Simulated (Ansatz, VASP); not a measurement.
# Cross-check of LiNbO3 between VASP and Ansatz

Aim: how closely do two programs agree when they are given the same cell, functional and k mesh? The structure shown is the end of the VASP relaxation below.

Program: Ansatz 0.2.0. Level of theory: plane waves, with VASP 6.6.1 beside it; single point at LDA. Results are calculated unless marked as measured.

### 1. The structure

It takes space group R3c (No. 161, trigonal). Conventional cell: a = 5.063 Å, b = 5.063 Å, c = 13.674 Å, α = 90.00°, β = 90.00°, γ = 120.00°. Nearest to Li lie 6 O at 2.00 to 2.22 Å. Nearest to Nb lie 6 O at 1.88 to 2.08 Å. Nearest to O lie 2 Nb at 1.88 to 2.08 Å and 2 Li at 2.00 to 2.22 Å. Farther neighbours and most contacts between anions are not listed.

### 2. VASP: relaxation, LDA

This run makes the geometry at which the two programs are then compared.

Lines of VASP's logs that name or quote its potential files are left out, and so is its time.

File INCAR:

```
SYSTEM = LiNbO3
PREC = Accurate
ENCUT = 650
EDIFF = 1E-06
NELM = 120
ISMEAR = 0
SIGMA = 0.02
LREAL = Auto
ALGO = Normal
GGA = CA
NBANDS = 128
LASPH = .TRUE.
LORBIT = 11
LWAVE = .FALSE.
LCHARG = .FALSE.
KPAR = 4
NCORE = 4
IBRION = 2
NSW = 80
ISIF = 3
EDIFFG = -0.005
POTIM = 0.4
```

File POSCAR:

```
LiNbO3
1.0
    5.0622447960      0.0000000000      0.0000000000
   -2.5311223980      4.3840325892      0.0000000000
    0.0000000000      0.0000000000     13.6734625073
Li Nb O
6 6 18
Direct
    0.6666666670      0.3333333330      0.0516911439
    0.0000000000      0.0000000000      0.2183578109
    0.3333333330      0.6666666670      0.3850244779
    0.6666666670      0.3333333330      0.5516911439
    0.0000000000      0.0000000000      0.7183578109
    0.3333333330      0.6666666670      0.8850244779
    0.6666666670      0.3333333330      0.3351393829
    0.3333333330      0.6666666670      0.1684727169
    0.3333333330      0.6666666670      0.6684727169
    0.0000000000      0.0000000000      0.5018060499
    0.0000000000      0.0000000000      0.0018060499
    0.6666666670      0.3333333330      0.8351393829
    0.0123723101      0.3754412801      0.2693887127
    0.3630689710      0.9876276899      0.2693887127
    0.6245587199      0.6369310290      0.2693887127
    0.2912253859      0.3209610239      0.1027220467
    0.6790389761      0.9702643630      0.1027220467
    0.0297356370      0.7087746141      0.1027220467
    0.6790389761      0.7087746141      0.6027220467
    0.0297356370      0.3209610239      0.6027220467
    0.2912253859      0.9702643630      0.6027220467
    0.9578920529      0.6542943569      0.4360553797
    0.3457056431      0.3035976960      0.4360553797
    0.6964023040      0.0421079471      0.4360553797
    0.3457056431      0.0421079471      0.9360553797
    0.6964023040      0.6542943569      0.9360553797
    0.9578920529      0.3035976960      0.9360553797
    0.6245587199      0.9876276899      0.7693887127
    0.0123723101      0.6369310290      0.7693887127
    0.3630689710      0.3754412801      0.7693887127
```

File KPOINTS:

```
Automatic mesh
0
Gamma
6 6 2
0 0 0
```

The projector-augmented-wave data sets are Li_sv, Nb_sv and O (LDA family, release 64).

Launch:

```console
> mpirun -np 16 vasp_std
```

Numbers of over 12 decimals in the logs are rounded to 6 here.

The program printed:

```text
[banner, memory and clock lines left out]
running   16 mpi-ranks, on    1 nodes
 distrk:  each k-point on    4 cores,    4 groups
 distr:  one band on    4 cores,    1 groups

 POSCAR found type information on POSCAR LiNbO
 POSCAR found :  3 types and      30 ions
 LDA part: xc-table for (Slater(with rela. corr.)+CA(PZ))
 , standard interpolation
 POSCAR, INCAR and KPOINTS ok, starting setup
 FFT: planning ... GRIDC
 FFT: planning ... GRID_SOFT
 FFT: planning ... GRID
 WAVECAR not read
 entering main loop
       N       E                     dE             d eps       ncg     rms          rms(c)
DAV:   1     0.300753374463E+04    0.30075E+04   -0.11858E+05  3584   0.200E+03
DAV:   2     0.769076356947E+02   -0.29306E+04   -0.28066E+04  4112   0.714E+02
DAV:   3    -0.289847628170E+03   -0.36676E+03   -0.36065E+03  5936   0.232E+02
DAV:   4    -0.313495342196E+03   -0.23648E+02   -0.23566E+02  6480   0.527E+01
DAV:   5    -0.316239923537E+03   -0.27446E+01   -0.27425E+01  6864   0.153E+01    0.472E+01
DAV:   6    -0.263262466671E+03    0.52977E+02   -0.24579E+02  5032   0.579E+01    0.163E+01
DAV:   7    -0.263137621957E+03    0.12484E+00   -0.25817E+01  6088   0.191E+01    0.959E+00
DAV:   8    -0.262905204781E+03    0.23242E+00   -0.23824E+00  5768   0.603E+00    0.254E+00
DAV:   9    -0.262911787790E+03   -0.65830E-02   -0.24045E-01  6224   0.218E+00    0.158E+00
DAV:  10    -0.262914450418E+03   -0.26626E-02   -0.48360E-02  5496   0.101E+00    0.868E-02
DAV:  11    -0.262914667427E+03   -0.21701E-03   -0.28474E-03  6920   0.183E-01    0.745E-02
DAV:  12    -0.262914723161E+03   -0.55734E-04   -0.21122E-04  5616   0.641E-02    0.154E-02
DAV:  13    -0.262914717917E+03    0.52435E-05   -0.27472E-05  6648   0.234E-02    0.125E-02
DAV:  14    -0.262914717600E+03    0.31709E-06   -0.14559E-06  2640   0.653E-03
   1 F= -.26291472E+03 E0= -.26291472E+03  d E =-.262915E+03
[...]
2 F= -.26291475E+03 E0= -.26291475E+03  d E =-.342750E-04
[...]
3 F= -.26291475E+03 E0= -.26291475E+03  d E =-.356295E-04
[...]
4 F= -.26291476E+03 E0= -.26291476E+03  d E =-.458137E-04
 curvature:  -0.77 expect dE=-0.393E-04 dE for cont linesearch -0.475E-06
 trial: gam= 1.40646 g(F)=  0.376E-04 g(S)=  0.134E-04 ort =-0.495E-05 (trialstep = 0.413E+00)
 search vector abs. value=  0.116E-03
 bond charge predicted
       N       E                     dE             d eps       ncg     rms          rms(c)
DAV:   1    -0.262914771323E+03   -0.71725E-05   -0.35878E-03  3912   0.204E-01    0.102E-02
DAV:   2    -0.262914779400E+03   -0.80775E-05   -0.10181E-04  4552   0.449E-02    0.835E-03
DAV:   3    -0.262914779249E+03    0.15175E-06   -0.29125E-06  3504   0.758E-03
   5 F= -.26291478E+03 E0= -.26291478E+03  d E =-.158346E-04
 ZBRENT: can't locate minimum, use default step
 trial-energy change:   -0.000016  1 .order   -0.000016   -0.000018   -0.000014
 step:   1.6530(harm=  1.8579)  dis= 0.00041  next Energy=  -262.914804 (dE=-0.409E-04)
 reached required accuracy - stopping structural energy minimisation
```

OUTCAR, selected parts (step 2):

```text
ion  position               nearest neighbor table
   1  0.667  0.333  0.052-  17 2.00  18 2.00  16 2.00  27 2.22  25 2.22  26 2.22
   2  0.000  0.000  0.218-  13 2.00  15 2.00  14 2.00  18 2.22  16 2.22  17 2.22
   3  0.333  0.667  0.385-  22 2.00  24 2.00  23 2.00  14 2.22  13 2.22  15 2.22
   4  0.667  0.333  0.552-  20 2.00  21 2.00  19 2.00  24 2.22  22 2.22  23 2.22
   5  0.000  0.000  0.718-  28 2.00  30 2.00  29 2.00  21 2.22  19 2.22  20 2.22
   6  0.333  0.667  0.885-  25 2.00  27 2.00  26 2.00  29 2.22  28 2.22  30 2.22
   7  0.667  0.333  0.335-  14 1.88  15 1.88  13 1.88  24 2.08  22 2.08  23 2.08
   8  0.333  0.667  0.168-  16 1.88  17 1.88  18 1.88  14 2.08  13 2.08  15 2.08
   9  0.333  0.667  0.668-  20 1.88  21 1.88  19 1.88  29 2.08  28 2.08  30 2.08
  10  0.000  0.000  0.502-  22 1.88  23 1.88  24 1.88  21 2.08  19 2.08  20 2.08
  11  0.000  0.000  0.002-  26 1.88  27 1.88  25 1.88  18 2.08  16 2.08  17 2.08
  12  0.667  0.333  0.835-  28 1.88  29 1.88  30 1.88  27 2.08  25 2.08  26 2.08
  13  0.012  0.375  0.269-   7 1.88   2 2.00   8 2.08   3 2.22
  14  0.363  0.988  0.269-   7 1.88   2 2.00   8 2.08   3 2.22
  15  0.625  0.637  0.269-   7 1.88   2 2.00   8 2.08   3 2.22
  16  0.291  0.321  0.103-   8 1.88   1 2.00  11 2.08   2 2.22
  17  0.679  0.970  0.103-   8 1.88   1 2.00  11 2.08   2 2.22
  18  0.030  0.709  0.103-   8 1.88   1 2.00  11 2.08   2 2.22
  19  0.679  0.709  0.603-   9 1.88   4 2.00  10 2.08   5 2.22
  20  0.030  0.321  0.603-   9 1.88   4 2.00  10 2.08   5 2.22
  21  0.291  0.970  0.603-   9 1.88   4 2.00  10 2.08   5 2.22
  22  0.958  0.654  0.436-  10 1.88   3 2.00   7 2.08   4 2.22
  23  0.346  0.304  0.436-  10 1.88   3 2.00   7 2.08   4 2.22
  24  0.696  0.042  0.436-  10 1.88   3 2.00   7 2.08   4 2.22
  25  0.346  0.042  0.936-  11 1.88   6 2.00  12 2.08   1 2.22
  26  0.696  0.654  0.936-  11 1.88   6 2.00  12 2.08   1 2.22
  27  0.958  0.304  0.936-  11 1.88   6 2.00  12 2.08   1 2.22
  28  0.625  0.988  0.769-  12 1.88   5 2.00   9 2.08   6 2.22
  29  0.012  0.637  0.769-  12 1.88   5 2.00   9 2.08   6 2.22
  30  0.363  0.375  0.769-  12 1.88   5 2.00   9 2.08   6 2.22

  LATTYP: Found a hexagonal cell.
 ALAT       =     5.0622447960
 C/A-ratio  =     2.7010670282

 Subroutine GETGRP returns: Found  6 space group operations
 (whereof  3 operations were pure point group operations)

The static configuration has the point symmetry C_3 .
 The point group associated with its full space group is C_3v.

 Found     14 irreducible k-points:

   k-points           NKPTS =     14   k-points in BZ     NKDIM =     14   number of bands    NBANDS=    128

   dimension x,y,z NGX =    42 NGY =   42 NGZ =  120
   dimension x,y,z NGXF=    84 NGYF=   84 NGZF=  240

   ENCUT  =  650.0 eV  47.77 Ry    6.91 a.u.  10.52 10.52 28.42*2*pi/ulx,y,z

   NELECT =     204.0000    total number of electrons

 k-points in reciprocal lattice and weights: Automatic mesh
   0.00000000  0.00000000  0.00000000       0.014
   0.16666667  0.00000000  0.00000000       0.083
   0.33333333  0.00000000  0.00000000       0.083
   0.50000000  0.00000000  0.00000000       0.042
   0.16666667  0.16666667  0.00000000       0.083
   0.33333333  0.16666667  0.00000000       0.167
   0.33333333  0.33333333  0.00000000       0.028
   0.00000000  0.00000000  0.50000000       0.014
   0.16666667  0.00000000  0.50000000       0.083
[...]
0.33333333  0.16666667  0.50000000       0.167
   0.33333333  0.33333333  0.50000000       0.028

 average (electrostatic) potential at core
       1 -60.2835       2 -60.2835       3 -60.2835       4 -60.2835       5 -60.2835
       6 -60.2835       7 -83.8829       8 -83.8829       9 -83.8829      10 -83.8829
      11 -83.8829      12 -83.8829      13 -70.3750      14 -70.3750      15 -70.3750
      16 -70.3750      17 -70.3750      18 -70.3750      19 -70.3750      20 -70.3750
      21 -70.3750      22 -70.3750      23 -70.3750      24 -70.3750      25 -70.3750
      26 -70.3750      27 -70.3750      28 -70.3750      29 -70.3750      30 -70.3750

 E-fermi :   3.8464

 k-point     1 :       0.0000    0.0000    0.0000
  band No.  band energies     occupation
    ...
     98       3.6658      2.00000
     99       3.6658      2.00000
    100       3.6658      2.00000
    101       3.7285      2.00000
    102       3.7285      2.00000
    103       7.2121      0.00000
    104       7.2121      0.00000
    105       7.6372      0.00000
    106       8.0422      0.00000
    107       8.0422      0.00000
    ...

 k-point     2 :       0.1667    0.0000    0.0000
  band No.  band energies     occupation
    ...
     98       3.5637      2.00000
     99       3.5770      2.00000
    100       3.5833      2.00000
    101       3.6318      2.00000
    102       3.6565      2.00000
    103       7.2393      0.00000
    104       7.3449      0.00000
    105       7.6605      0.00000
    106       7.7009      0.00000
    107       7.8383      0.00000
    ...

 k-point     3 :       0.3333    0.0000    0.0000
  band No.  band energies     occupation
    ...
     98       3.4964      2.00000
     99       3.5066      2.00000
    100       3.5616      2.00000
    101       3.5707      2.00000
    102       3.6854      2.00000
    103       7.4092      0.00000
    104       7.4235      0.00000
    105       7.6048      0.00000
    106       7.6630      0.00000
    107       7.8297      0.00000
    ...

  Total       -0.0565799     -0.0565799     -0.0357899      0.0000000      0.0000000     -0.0000000
  in kB       -0.2986874     -0.2986874     -0.1889360      0.0000000      0.0000000     -0.0000000
  external PRESSURE =      -0.2621036 kB  Pullay stress =       0.0000000 kB

  energy-cutoff  :      650.00
  volume of cell :      303.50
      direct lattice vectors                 reciprocal lattice vectors
     5.062537927  0.000000000 -0.000000000     0.197529384  0.114043643  0.000000000
    -2.531268963  4.384286448 -0.000000000    -0.000000000  0.228087287  0.000000000
    -0.000000000 -0.000000000 13.673780986     0.000000000  0.000000000  0.073132662

 POSITION                                       TOTAL-FORCE (eV/Angst)
 -----------------------------------------------------------------------------------
      2.53127      1.46143      0.70595         0.000000      0.000000     -0.003500
     -0.00000     -0.00000      2.98491         0.000000      0.000000     -0.003500
     -0.00000      2.92286      5.26388         0.000000      0.000000     -0.003500
      2.53127      1.46143      7.54284         0.000000      0.000000     -0.003500
     -0.00000     -0.00000      9.82180         0.000000      0.000000     -0.003500
     -0.00000      2.92286     12.10077         0.000000      0.000000     -0.003500
      2.53127      1.46143      4.58266         0.000000      0.000000     -0.003790
     -0.00000      2.92286      2.30369         0.000000      0.000000     -0.003790
     -0.00000      2.92286      9.14058         0.000000      0.000000     -0.003790
     -0.00000     -0.00000      6.86162         0.000000      0.000000     -0.003790
      0.00000      0.00000      0.02473         0.000000      0.000000     -0.003790
      2.53127      1.46143     11.41955         0.000000     -0.000000     -0.003790
     -0.88735      1.64637      3.68384        -0.003421      0.001288      0.002430
     -0.66179      4.32957      3.68384         0.002826      0.002319      0.002430
      1.54915      2.79263      3.68384         0.000595     -0.003607      0.002430
      0.66179      1.40672      1.40488        -0.002826      0.002319      0.002430
      0.98212      4.25406      1.40488        -0.000595     -0.003607      0.002430
     -1.64391      3.10780      1.40488         0.003421      0.001288      0.002430
      1.64391      3.10780      8.24177        -0.003421      0.001288      0.002430
     -0.66179      1.40672      8.24177         0.002826      0.002319      0.002430
     -0.98212      4.25406      8.24177         0.000595     -0.003607      0.002430
      3.19306      2.86814      5.96280        -0.002826      0.002319      0.002430
      0.98212      1.33120      5.96280        -0.000595     -0.003607      0.002430
      3.41862      0.18494      5.96280         0.003421      0.001288      0.002430
      1.64391      0.18494     12.79969        -0.003421      0.001288      0.002430
      1.86947      2.86814     12.79969         0.002826      0.002319      0.002430
      4.08042      1.33120     12.79969         0.000595     -0.003607      0.002430
      0.66179      4.32957     10.52073        -0.002826      0.002319      0.002430
     -1.54915      2.79263     10.52073        -0.000595     -0.003607      0.002430
      0.88735      1.64637     10.52073         0.003421      0.001288      0.002430
 -----------------------------------------------------------------------------------
    total drift:                               -0.000001     -0.000005     -0.044659

  FREE ENERGIE OF THE ION-ELECTRON SYSTEM (eV)
  ---------------------------------------------------
  free  energy   TOTEN  =      -262.9147792486 eV

  energy  without entropy=     -262.9147792486  energy(sigma->0) =     -262.91477925

 reached required accuracy - stopping structural energy minimisation

 total charge
# of ion       s       p       d       tot
------------------------------------------
    1        2.018   0.075   0.000   2.093
    2        2.018   0.075   0.000   2.093
    3        2.018   0.075   0.000   2.093
    4        2.018   0.075   0.000   2.093
    5        2.018   0.075   0.000   2.093
    6        2.018   0.075   0.000   2.093
    7        2.226   6.159   2.125  10.510
    8        2.226   6.159   2.125  10.510
    9        2.226   6.159   2.125  10.510
   10        2.226   6.159   2.125  10.510
   11        2.226   6.159   2.125  10.510
   12        2.226   6.159   2.125  10.510
   13        1.556   3.507   0.000   5.063
   14        1.556   3.507   0.000   5.063
   15        1.556   3.507   0.000   5.063
   16        1.556   3.507   0.000   5.063
   17        1.556   3.507   0.000   5.063
   18        1.556   3.507   0.000   5.063
   19        1.556   3.507   0.000   5.063
   20        1.556   3.507   0.000   5.063
   21        1.556   3.507   0.000   5.063
   22        1.556   3.507   0.000   5.063
   23        1.556   3.507   0.000   5.063
   24        1.556   3.507   0.000   5.063
   25        1.556   3.507   0.000   5.063
   26        1.556   3.507   0.000   5.063
   27        1.556   3.507   0.000   5.063
   28        1.556   3.507   0.000   5.063
   29        1.556   3.507   0.000   5.063
   30        1.556   3.507   0.000   5.063
--------------------------------------------------
tot         53.479 100.517  12.752 166.749

[... 3 further parts left out ...]
```

The run keeps the 6 symmetry operations of its start, so it cannot find a distortion of lower symmetry.

(Part 1 of 2 ends here.)

[Lines on the potential files, build, host, timing and source positions are cut from VASP's logs without a mark.]

[Logs are printed without paths, hosts, clocks, repeated set-up lines and the standing remarks that a program may print on its own settings, such as how far it seeks lower states.]

[Hosts, paths, dates, database ids (printed as entryN), source tags and the programs' standing remarks are cut or masked in the printed files.]
